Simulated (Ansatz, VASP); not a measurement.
# Cross-check of Fe2O3 (Hematite) between VASP and Ansatz, part 2 of 2

One calculation is typed for both programs; each brings its own data sets and cutoff. How far apart do they land?

VASP 6.6.1 and Ansatz 0.2.0.

So far. Step 2 (VASP: single point, PBE, DFT+U): The run ends at a pressure of 5.35 GPa, with forces up to 0.42 eV/Å.

In doubt: warnings of the run leave room for a lower electronic state, so energies may not be the lowest and differences between runs may mislead.

## Step 3: Ansatz: single point, PBE, DFT+U

Level of this step: Ansatz beside VASP: Kohn-Sham DFT, plane waves, PBE, DFT+U (Ansatz).

Ansatz runs on its default PAW (the set named soft_2) files.

The same cell, functional, mesh and smearing now go to Ansatz, which takes its cutoff from its data sets.

The input, input.yaml:

```yaml
crystal:
  lattice:
    - [2.519, 1.4543453281, 4.5906666667]
    - [-2.519, 1.4543453281, 4.5906666667]
    - [0.0, -5.8173813124, 9.1813333334]
  atoms:
    - { symbol: Fe, position: [0.3553, 0.3553, 0.17765], spin: 4.0 }
    - { symbol: Fe, position: [0.3553, 0.3553, 0.67765], spin: -4.0 }
    - { symbol: Fe, position: [0.1447, 0.1447, 0.07235], spin: 4.0 }
    - { symbol: Fe, position: [0.1447, 0.1447, 0.57235], spin: -4.0 }
    - { symbol: Fe, position: [0.6447, 0.6447, 0.32235], spin: 4.0 }
    - { symbol: Fe, position: [0.6447, 0.6447, 0.82235], spin: -4.0 }
    - { symbol: Fe, position: [0.8553, 0.8553, 0.42765], spin: -4.0 }
    - { symbol: Fe, position: [0.8553, 0.8553, 0.92765], spin: 4.0 }
    - { symbol: O, position: [0.5559, 0.9441, 0.125] }
    - { symbol: O, position: [0.5559, 0.9441, 0.625] }
    - { symbol: O, position: [0.25, 0.5559, 0.47205] }
    - { symbol: O, position: [0.25, 0.5559, 0.97205] }
    - { symbol: O, position: [0.9441, 0.25, 0.27795] }
    - { symbol: O, position: [0.9441, 0.25, 0.77795] }
    - { symbol: O, position: [0.4441, 0.0559, 0.375] }
    - { symbol: O, position: [0.4441, 0.0559, 0.875] }
    - { symbol: O, position: [0.75, 0.4441, 0.02795] }
    - { symbol: O, position: [0.75, 0.4441, 0.52795] }
    - { symbol: O, position: [0.0559, 0.75, 0.22205] }
    - { symbol: O, position: [0.0559, 0.75, 0.72205] }
hamiltonian:
  xc: pbe
  pseudopotentials: { kind: paw }
  hubbard: { sites: [{ species: Fe, l: d, u_eff: 4.5 }] }
magnetization:
  spin_polarized: true
kpoints:
  mp_grid: { grid: [6, 6, 3] }
scf:
  occupations: { method: fermi_dirac, width: 0.1 }
  n_extra_bands: 27
output:
  forces: true
  stress: true
  eigenvalues: true
```

On the command line:

```
$ ansatz run input.yaml --threads 8 --pin off --max-ram 18432MiB --backend cpu --events-out ev --progress --plain --runs-dir out
```

Numbers of over 12 decimals in the logs are rounded to 6 here.

The log of the run:

```text
Fe: projections on atomic orbitals take those of the free atom [Ne] 3s2 3p6 3d6 4s2, of charge +0.00 (hamiltonian.pseudopotentials.projection_atoms); the dataset's partial waves leave at most 1.1e-6 of an orbital's norm unspanned inside its sphere
O: projections on atomic orbitals take those of the free atom [He] 2s2 2p4, of charge +0.00 (hamiltonian.pseudopotentials.projection_atoms); the dataset's partial waves leave at most 1.9e-8 of an orbital's norm unspanned inside its sphere
scf.n_extra_bands = 27 over 100 filled bands (N_el = 200.0): the run solves 127 bands
Engine: ansatz 0.2.0, aarch64-unknown-linux-gnu
Pseudopotentials: kind: paw
Pseudopotential: Fe, paw, valence charge 16, recommended cutoff 420 eV (normal), Fe.paw.azcp
Pseudopotential: O, paw, valence charge 6, recommended cutoff 420 eV (normal), O.paw.azcp
Functional definition: PBE
  parameter kappa = 0.804
  parameter beta = 0.066725
  exchange = pbe_x(kappa = kappa, mu = beta*pi^2/3)
  correlation = pbe_c(beta = beta)
Crystal: 20 atoms, lattice volume = 201.815 Å³
Basis set: ecut = 420 eV, 3911 PW (Γ), exchange–correlation on 80×80×150 points (8 copies of the dense FFT grid, shifted against one another)
Bands: 127, of which v1, the nominal top of the filled ones, is band 100 counted from 1 (99 counted from 0)
Symmetry: 2 space group operations
Space group: C2 (ITA 5), of the structure as read, at distance tolerance 5.9e-5 Å
Magnetic group: BNS 5.16 (UNI 23), of the structure as read, at distance tolerance 5.9e-5 Å
k-points: 34 of 108 (time reversal used)
Non-local potential: Fe, projectors of the file, l = 0: 3, l = 1: 2, l = 2: 3, l = 3: 1
Non-local potential: O, projectors of the file, l = 0: 2, l = 1: 2, l = 2: 1
PAW form: soft (Blöchl's): semilocal exchange-correlation on the pseudo side does not see the compensation charge
PAW one-centre angular grid: Fe, 590 points (default); XC on 64 Gauss nodes
PAW one-centre angular grid: O, 110 points (default); XC on 64 Gauss nodes
Initial density: superposition of atomic densities (chi_scale 0.1, normalization cell, long waves kept (reshape's long-wave potential 0.00 eV rms))
Starting moments: Σ|m| = 32 μB on 8 of 20 sites
Starting magnetic order: antiferromagnet; a translation exchanges its spin sublattices: spin-degenerate at every k-point
Initial wavefunctions: pseudopotential atomic-orbital guess
Functional: x = pbe(κ = 0.804, μ = 0.219515), c = pbe(β = 0.066725)
the translation (0, 0, 0.5) carries every atom to within crystal.symmetry.tolerance of an atom of its element with the starting moment reversed, but both spin channels are solved: the dense FFT box has an odd point count along it
SCF iter   1: F=—  HF=-42629.908270 eV  |F-HF|=—  |Δ(HF+E_count)|=         —  Δρ=6.05e-2 (↑6.05e-2 ↓6.05e-2)  dr2=1.82e1  dr2_m=1.52e0  M=-0.000 μB ∫|m|=32.547 μB  β_m=1.00  ethr=3.10e-3  ⟨swp⟩=5.9  Hψ=28509  notcnv=0  defer=43
preconditioner: auto → Resta (q_TF=auto, 2.724 Å⁻¹)  ε∞=10.1  [insulator: Δε(μ)=0.385 eV  Ē_g=10.122 eV  σ=0.100 eV  W_gap=0.74  n_scr=68 (ndim 8)  ℏωp=30.5 eV  f_vac=0.000  D(μ)=3.38/eV (n_scr^D=22)  ε∞_Penn≈10.1]
spin=Collinear: Resta preconditioning applied to the charge; magnetization (m = ρ↑ − ρ↓) channel mixes plain (no charge-response kernel on spin).
SCF iter   2: F=—  HF=-42629.528387 eV  |F-HF|=—  |Δ(HF+E_count)|=   3.80e-1  Δρ=4.65e-2 (↑4.65e-2 ↓4.65e-2)  dr2=4.12e0  dr2_m=2.88e0  M=0.000 μB ∫|m|=36.040 μB  β_m=1.00  ethr=3.10e-3  ⟨swp⟩=3.0  Hψ=18088  notcnv=0  defer=220
SCF iter   3: F=—  HF=-42629.222061 eV  |F-HF|=—  |Δ(HF+E_count)|=   3.06e-1  Δρ=1.76e-2 (↑1.76e-2 ↓1.76e-2)  dr2=1.98e0  dr2_m=6.27e-3  M=0.000 μB ∫|m|=36.176 μB  β_m=1.00  ethr=2.06e-3  ⟨swp⟩=2.0  Hψ=11294  notcnv=0  defer=360
SCF iter   4: F=—  HF=-42631.030635 eV  |F-HF|=—  |Δ(HF+E_count)|=    1.81e0  Δρ=1.35e-2 (↑1.35e-2 ↓1.35e-2)  dr2=7.66e-1  dr2_m=4.86e-2  M=0.000 μB ∫|m|=35.752 μB  β_m=0.30  ethr=9.91e-4  ⟨swp⟩=2.2  Hψ=14403  notcnv=0  defer=360
SCF iter   5: F=—  HF=-42631.818274 eV  |F-HF|=—  |Δ(HF+E_count)|=   7.88e-1  Δρ=1.28e-2 (↑1.28e-2 ↓1.28e-2)  dr2=1.01e0  dr2_m=3.51e-2  M=-0.000 μB ∫|m|=36.548 μB  β_m=1.00  ethr=3.83e-4  ⟨swp⟩=2.3  Hψ=16355  notcnv=0  defer=264
SCF iter   6: F=—  HF=-42631.962462 eV  |F-HF|=—  |Δ(HF+E_count)|=   1.44e-1  Δρ=3.93e-3 (↑3.93e-3 ↓3.93e-3)  dr2=9.64e-2  dr2_m=4.53e-3  M=-0.000 μB ∫|m|=36.399 μB  β_m=0.30  ethr=3.83e-4  ⟨swp⟩=2.0  Hψ=13168  notcnv=0  defer=264
SCF iter   7: F=—  HF=-42632.178424 eV  |F-HF|=—  |Δ(HF+E_count)|=   2.16e-1  Δρ=2.97e-3 (↑2.97e-3 ↓2.96e-3)  dr2=1.34e-2  dr2_m=1.01e-2  M=0.000 μB ∫|m|=36.281 μB  β_m=0.30  ethr=4.82e-5  ⟨swp⟩=2.0  Hψ=17884  notcnv=0  defer=264
Mixer restart at iter 7: flushing history
spin-set hold released at iteration 7 (site moments contracting): the magnetisation degrees of freedom join the quasi-Newton model from the next iteration; the mixer history was flushed
SCF iter   8: F=—  HF=-42632.290560 eV  |F-HF|=—  |Δ(HF+E_count)|=   1.12e-1  Δρ=1.57e-3 (↑1.57e-3 ↓1.57e-3)  dr2=2.32e-3  dr2_m=3.29e-3  M=0.000 μB ∫|m|=36.338 μB  β_m=0.64  ethr=6.70e-6  ⟨swp⟩=2.0  Hψ=16514  notcnv=0  defer=264
SCF iter   9: F=—  HF=-42632.418050 eV  |F-HF|=—  |Δ(HF+E_count)|=   1.27e-1  Δρ=2.43e-3 (↑2.43e-3 ↓2.43e-3)  dr2=2.98e-2  dr2_m=1.62e-3  M=0.000 μB ∫|m|=36.334 μB  β_m=0.53  ethr=1.16e-6  ⟨swp⟩=2.3  Hψ=15586  notcnv=0  defer=264
SCF iter  10: F=—  HF=-42632.414708 eV  |F-HF|=—  |Δ(HF+E_count)|=   3.34e-3  Δρ=4.60e-4 (↑4.60e-4 ↓4.60e-4)  dr2=3.88e-4  dr2_m=2.58e-4  M=0.000 μB ∫|m|=36.399 μB  β_m=0.77  ethr=1.16e-6  ⟨swp⟩=2.0  Hψ=16514  notcnv=0  defer=264
SCF iter  11: F=—  HF=-42632.415459 eV  |F-HF|=—  |Δ(HF+E_count)|=   7.51e-4  Δρ=9.98e-5 (↑9.97e-5 ↓9.98e-5)  dr2=5.38e-5  dr2_m=7.99e-6  M=-0.000 μB ∫|m|=36.406 μB  β_m=0.88  ethr=1.94e-7  ⟨swp⟩=2.0  Hψ=12972  notcnv=0  defer=264
SCF iter  12: F=—  HF=-42632.415507 eV  |F-HF|=—  |Δ(HF+E_count)|=   4.79e-5  Δρ=5.14e-5 (↑5.14e-5 ↓5.14e-5)  dr2=1.91e-5  dr2_m=3.49e-7  M=0.000 μB ∫|m|=36.407 μB  β_m=0.90  ethr=2.69e-8  ⟨swp⟩=2.0  Hψ=12978  notcnv=0  defer=264
SCF iter  13: F=—  HF=-42632.415509 eV  |F-HF|=—  |Δ(HF+E_count)|=   2.23e-6  Δρ=3.29e-5 (↑3.29e-5 ↓3.29e-5)  dr2=8.04e-6  dr2_m=5.69e-8  M=-0.000 μB ∫|m|=36.408 μB  β_m=0.84  ethr=9.56e-9  ⟨swp⟩=2.0  Hψ=12980  notcnv=0  defer=264
SCF iter  14: F=—  HF=-42632.415510 eV  |F-HF|=—  |Δ(HF+E_count)|=   4.22e-7  Δρ=1.49e-5 (↑1.49e-5 ↓1.49e-5)  dr2=1.62e-6  dr2_m=2.86e-8  M=0.000 μB ∫|m|=36.408 μB  β_m=0.83  ethr=4.02e-9  ⟨swp⟩=2.5  Hψ=12740  notcnv=0  defer=264
SCF iter  15: F=—  HF=-42632.415510 eV  |F-HF|=—  |Δ(HF+E_count)|=   3.17e-7  Δρ=7.73e-6 (↑7.66e-6 ↓7.73e-6)  dr2=4.39e-7  dr2_m=1.21e-8  M=-0.000 μB ∫|m|=36.408 μB  β_m=0.75  ethr=8.08e-10  ⟨swp⟩=2.0  Hψ=12530  notcnv=0  defer=264
SCF iter  16: F=-42632.415510 eV  HF=-42632.415510 eV  |F-HF|=3.33e-9  |Δ(HF+E_count)|=   4.88e-8  Δρ=2.17e-6 (↑2.17e-6 ↓2.17e-6)  dr2=3.25e-8  dr2_m=8.47e-10  M=0.000 μB ∫|m|=36.408 μB  ethr=5.00e-11  ⟨swp⟩=9.9  Hψ=32914  notcnv=0
SCF 1 converged in 16 iterations: F = -42632.415510 eV  dr2 = 3.25e-8
  greatest PAW one-centre occupation: 1.002 electrons in one spin orbital (limit 2), on the Fe atom at site 2 (counted from 0), in its partial waves of l = 1
WARN: an SCF from antiferromagnetic starting moments (-4.18, -4.18, 4.18, 4.18, -4.16, -4.16, 4.16, 4.16, 0.00, 0.00, 0.00, 0.00, 0.00, 0.00, 0.00, 0.00, 0.00, 0.00, 0.00, 0.00 Bohr magnetons, atom by atom) was not made, by what the run has read of turns of its moments that order reads lower: the deck asks for what bars it, or types moments that do (magnetization.spin_polarized, in the input reference, names some of  [...]
SCF converged after 16 iterations
Magnetization: 0.0000 μB (100.0000 up, 100.0000 down)
Absolute magnetization: 36.4182 μB (∫|ρ↑−ρ↓|, with the PAW one-centre terms)
Spin contamination: 19.1979 ħ² per cell (⟨S²⟩ above its minimum at these occupations)
Per-site moments (μB) at R_I (Å): [(3.858866, 0.802588), (-3.858866, 0.802588), (3.858866, 0.802588), (-3.858866, 0.802588), (3.844004, 0.802588), (-3.844004, 0.802588), (-3.844004, 0.802588), (3.844004, 0.802588), (0.343181, 0.802588), (-0.343181, 0.802588), (-0.126407, 0.802588), (0.126407, 0.802588), (0.126407, 0.802588), (-0.126407, 0.802588), (-1.3625177108710566e-8, 0.802588), (-1.362517694995704e-8, 0.802588), (0.204061, 0.802588), (-0.204061, 0.802588), (0.204061, 0.802588), (-0.204061, 0.802588)]
Free energy (F): -42632.415510 eV
Harris-Foulkes:  -42632.415510 eV  (|F-HF|=3.33e-9)
Internal energy: -42632.415204 eV  (E = F + TS)
E sigma→0 (E₀):  -42632.415357 eV
Entropy (-TS):   -0.000306 eV (-0.015 meV/atom)
Fermi energy:    11.791980 eV
--- Per-component energies (eV) ---
  E_band       = -2757.693479
  E_kinetic    = 4781.850698
  E_local      = -24181.980373  (includes V_loc(G=0)·N_el)
  E_nonlocal   = 2378.238857
  E_hartree    = 9725.239132
  E_xc         = -1802.815586
  E_vxc        = -2309.899162  (∫ρ·V_xc dr)
  E_hubbard    = 12.395743  (on-site DFT+U / exact-exchange correction)
  E_vhub       = -79.791251  (the Hubbard potential's part of the band-sum identity)
  E_paw        = -12824.886058  (= ΣΔE_a)
  E_vpaw       = -2796.606376  (= ΣTr[D̂ρ^β])
  E_aug_tail   = 0.037662  (compensation charges beyond the density's cutoff)
  E_ewald      = -20720.495278
  E_smearing   = -0.000306  (= −TS)
  E_closure    = -0.000000  (closes the sum)
  Σ components = -42632.415510   (vs F -42632.415510, Δ=0.00e0)
--- Forces (eV/Å), atoms counted from 1 ---
  atom   1  Fe     0.00970977    -0.32431750    -0.11508277
  atom   2  Fe     0.00970987    -0.32431768    -0.11508293
  atom   3  Fe     0.00970977     0.32431750     0.11508277
  atom   4  Fe     0.00970987     0.32431768     0.11508293
  atom   5  Fe    -0.02287718    -0.36226571     0.11512405
  atom   6  Fe    -0.02287729    -0.36226579     0.11512411
  atom   7  Fe    -0.02287729     0.36226579    -0.11512411
  atom   8  Fe    -0.02287718     0.36226571    -0.11512405
  atom   9  O     -0.28054621     0.00000000     0.00000000
  atom  10  O     -0.28054630     0.00000000     0.00000000
  atom  11  O      0.18449064     0.19366423     0.00561086
  atom  12  O      0.18449058     0.19366412     0.00561086
  atom  13  O      0.18449058    -0.19366412    -0.00561086
  atom  14  O      0.18449064    -0.19366423    -0.00561086
  atom  15  O     -0.01162829    -0.00000002    -0.00000001
  atom  16  O     -0.01162829     0.00000002     0.00000001
  atom  17  O     -0.02523795     0.36888795    -0.08587109
  atom  18  O     -0.02523789     0.36888796    -0.08587113
  atom  19  O     -0.02523795    -0.36888795     0.08587109
  atom  20  O     -0.02523789    -0.36888796     0.08587113
  max |Σ_I F_I| component: 8.03e-6 eV/Å
--- Stress (GPa, compression-positive) ---
       11.777299      -0.000000      -0.000000
       -0.000000      12.273368      -0.080880
       -0.000000      -0.080880       8.736396
  P = ⅓ Tr σ = 10.9290 GPa (109.290 kbar)
--- Band table (eV; the first three rows and the last of 68) ---
  k-point 0 ↑: bands = [... 96 lower, 10.4312, 10.5014, 10.7129, 10.8723, 12.7991, 12.9651, 13.0734, 13.0928, ... 23 higher]
  k-point 1 ↑: bands = [... 96 lower, 10.4753, 10.5548, 10.7601, 10.8313, 12.7983, 12.9722, 13.0910, 13.1004, ... 23 higher]
  k-point 2 ↑: bands = [... 96 lower, 10.4750, 10.5803, 10.7511, 10.8543, 12.7950, 12.9079, 13.0377, 13.0934, ... 23 higher]
  k-point 33 ↓: bands = [... 96 lower, 10.3683, 10.4480, 10.6528, 10.6958, 12.9198, 12.9946, 13.0089, 13.0456, ... 23 higher]
Occupation matrices written to <dir>
```

The job ended after 63 s (8 threads of Arm Neoverse V2, shared host; peak memory 2.4 GiB; 8.1 min of CPU time).

Reading the cycles: dr2 is the Hartree energy of the density residual (eV), the measure of convergence; HF is the Harris–Foulkes estimate of the energy, which meets the free energy F at convergence.

The run ends at a pressure of 10.93 GPa, with forces up to 0.38 eV/Å.

## Step 4: Differences

Known differences besides the PAW data sets themselves: U acts on the PAW sphere in VASP and on atomic orbitals in Ansatz, so only states and trends compare; the data sets hold 200 valence electrons in Ansatz (default PAW (the set named soft_2) files) and 136 in VASP; the cutoff is 420 eV in Ansatz and 480 eV in VASP (PREC = Normal, projectors in real space); site moments are counted in spheres of each program's own size. Total energies have different zeros and are not compared.

Compared:

```tsv
quantity	Ansatz	VASP	difference
pressure (GPa)	10.93	5.35	+5.57
gap on the k mesh (eV)	1.794	1.942	-0.147
moment on Fe1 (μB)	3.86	4.28	-0.42
moment on Fe2 (μB)	-3.86	-4.28	+0.42
moment on Fe3 (μB)	3.86	4.28	-0.42
moment on Fe4 (μB)	-3.86	-4.28	+0.42
moment on Fe5 (μB)	3.84	4.26	-0.42
moment on Fe6 (μB)	-3.84	-4.26	+0.42
moment on Fe7 (μB)	-3.84	-4.26	+0.42
moment on Fe8 (μB)	3.84	4.26	-0.42
```

Forces on 10 of the 20 atoms, picked by the larger force of the two programs (eV/Å; atoms numbered as in POSCAR):

```tsv
atom	Ansatz x, y, z	VASP x, y, z
Fe1	0.010, -0.324, -0.115	0.010, -0.290, -0.279
Fe2	0.010, -0.324, -0.115	0.010, -0.290, -0.279
Fe3	0.010, 0.324, 0.115	0.010, 0.290, 0.279
Fe4	0.010, 0.324, 0.115	0.010, 0.290, 0.279
Fe5	-0.023, -0.362, 0.115	-0.015, -0.313, 0.276
Fe6	-0.023, -0.362, 0.115	-0.015, -0.313, 0.276
Fe7	-0.023, 0.362, -0.115	-0.015, 0.313, -0.276
Fe8	-0.023, 0.362, -0.115	-0.015, 0.313, -0.276
O18	-0.025, 0.369, -0.086	-0.014, 0.303, -0.076
O20	-0.025, -0.369, 0.086	-0.014, -0.303, 0.076
```

The forces differ by 65 meV/Å r.m.s., which is 35.2 % of the r.m.s. force of 0.19 eV/Å (both taken over all components). Ansatz's pressure holds a Pulay correction of 0.74 GPa; VASP's holds none.

## Step 5: What came out

- difference in moment on Fe1 (single point, PBE, DFT+U): -0.42 μB

The difference in moment on Fe1 is -0.42 μB (single point, PBE, DFT+U). How closely two codes agree says nothing of how well the functional describes the real material.

[Lines on the potential files, build, host, timing and source positions are cut from VASP's logs without a mark.]

[Logs are printed without paths, hosts, clocks, repeated set-up lines and the standing remarks that a program may print on its own settings, such as how far it seeks lower states.]

[Hosts, paths, dates, database ids (printed as entryN), source tags and the programs' standing remarks are cut or masked in the printed files.]
